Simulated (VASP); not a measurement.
Given:

```yaml
crystal:
  lattice:
    - [0.00000, 2.79965, 2.79965]
    - [2.79965, 0.00000, 2.79965]
    - [2.79965, 2.79965, 0.00000]
  atoms:
    - { symbol: Ca, position: [0.00000, 0.00000, 0.00000] }
```

All values below come from vdW-DF2, VASP's PBE PAW potentials (set 64) (plane waves; VASP). Settings: 520 eV cut-off, 12×12×12 Γ-centred mesh, first-order Methfessel-Paxton smearing of 0.10 eV, potentials Ca_sv.

Estimate the energy per atom (σ→0), band gap (on the k-mesh) with the smallest direct gap where there is one.

| Property | Value |
|---|---|
| band gap (on the k-mesh) | none (metal, semimetal or under 0.01 eV) |
| energy per atom (σ→0) | 0.662 eV/atom |

The absolute energy has meaning only against runs of the same code, potentials and settings.

The compound is Ca in the fcc structure. This cell is one point of a volume scan, at 1.06 of the reference volume.
